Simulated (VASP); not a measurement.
VASP input:

### INCAR
```
SYSTEM = MnS
PREC = Accurate
ENCUT = 400
EDIFF = 1E-6
NELM = 60
ALGO = Normal
LREAL = .FALSE.
LASPH = .TRUE.
ISMEAR = 0
SIGMA = 0.05
GGA = PE
LMAXMIX = 4
ISPIN = 2
MAGMOM = 5.0 -5.0 0.0 0.0
LORBIT = 10
LWAVE = .FALSE.
LCHARG = .FALSE.
ISIF = 2
IMIX = 1
AMIX = 1.5
BMIX = 0.0001
```

POSCAR:
```
MnS
1
    5.3244000000     2.6622000000     2.6622000000
    2.6622000000     5.3244000000     2.6622000000
    2.6622000000     2.6622000000     5.3244000000
Mn S
2 2
Direct
  0.0000000000   0.0000000000   0.0000000000
  0.5000000000   0.5000000000   0.5000000000
  0.2500000000   0.2500000000   0.2500000000
  0.7500000000   0.7500000000   0.7500000000
```

KPOINTS:
```
Automatic mesh
0
Gamma
5 5 5
0 0 0
```

POTCAR, in this order: Mn_pv S (PBE.64 set). Program: vasp_std.

The resulting files:

### standard output
```
 POSCAR found type information on POSCAR MnS
 POSCAR found :  2 types and       4 ions
 Reading from existing POTCAR
 Reading from existing POTCAR
 LDA part: xc-table for (Slater+PW92), standard interpolation
 POSCAR, INCAR and KPOINTS ok, starting setup
 WAVECAR not read
 entering main loop
       N       E                     dE             d eps       ncg     rms          rms(c)
DAV:   1     0.314059560797E+03    0.31406E+03   -0.18765E+04  2004   0.146E+03
DAV:   2    -0.394649820122E+00   -0.31445E+03   -0.31026E+03  1784   0.416E+02
DAV:   3    -0.297055785761E+02   -0.29311E+02   -0.28552E+02  2508   0.117E+02
DAV:   4    -0.305257115721E+02   -0.82013E+00   -0.81949E+00  2077   0.196E+01
DAV:   5    -0.305425993382E+02   -0.16888E-01   -0.16884E-01  2171   0.329E+00    0.145E+01
DAV:   6    -0.801653108679E+02   -0.49623E+02   -0.57139E+02  2284   0.218E+02    0.205E+02
DAV:   7    -0.239080108984E+04   -0.23106E+04   -0.37799E+04  2068   0.149E+03    0.690E+02
DAV:   8    -0.591550225274E+04   -0.35247E+04   -0.13026E+05  3029   0.141E+03    0.348E+03

 -----------------------------------------------------------------------------
|                     _     ____    _    _    _____     _                     |
|                    | |   |  _ \  | |  | |  / ____|   | |                    |
|                    | |   | |_) | | |  | | | |  __    | |                    |
|                    |_|   |  _ <  | |  | | | | |_ |   |_|                    |
|                     _    | |_) | | |__| | | |__| |    _                     |
|                    (_)   |____/   \____/   \_____|   (_)                    |
|                                                                             |
|                                                                             |
|      internal error in RAD_INT: RHOPS /= RHOAE                              |
|                                                                             |
|     If you are not a developer, you should not encounter this problem.      |
|     Please submit a bug report.                                             |
|                                                                             |
 -----------------------------------------------------------------------------
```

Task: From input and log, find the fault in this run and mend it.

Result: The cause: simple mixing (IMIX = 1) with AMIX above 1 overshoots. VASP stops with an error: internal error in RAD_INT: RHOPS /= RHOAE If you are not a developer, you should not encounter this problem. Please submit a bug report. To mend it, remove IMIX, remove AMIX, remove BMIX.

The mended run (PBE GGA, plane waves, VASP's PBE PAW potentials (set 64)) converges, and its OSZICAR ends with
```
   1 F= -.28241757E+02 E0= -.28241757E+02  d E =-.101124E-16  mag=     0.0000
```

The compound is MnS in the rock salt, AFM-II order structure. The cell was not relaxed at this level.
